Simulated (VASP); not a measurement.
All values below come from PBEsol GGA, VASP's PBE PAW potentials (set 64) (plane waves; VASP). For the first row: Run with 400 eV cut-off, 7×7×4 Γ-centred mesh, tetrahedra with Blöchl corrections, potentials Zn Cd Se.

| system | energy (eV/atom) |
|---|---|
| ZnCdSe2 (space group P3m1) | -3.2085 |
| Zn (hcp) | -1.5812 |
| Cd (hcp) | -1.1996 |
| Se (trig) | -3.8532 |

The references are the elements' solids at the same level; no temperature or zero-point terms are added.    Without a dispersion term in the relaxation, distances and binding between the weakly bound layers, chains or molecules are unreliable, and so is what depends on them.

Problem. What is the formation energy per atom of ZnCdSe2?

Solution. The references average (1×(-1.5812) + 1×(-1.1996) + 2×(-3.8532))/4 = -2.6218 eV, so the formation energy is -3.2085 − (-2.6218) = -0.587 eV/atom.
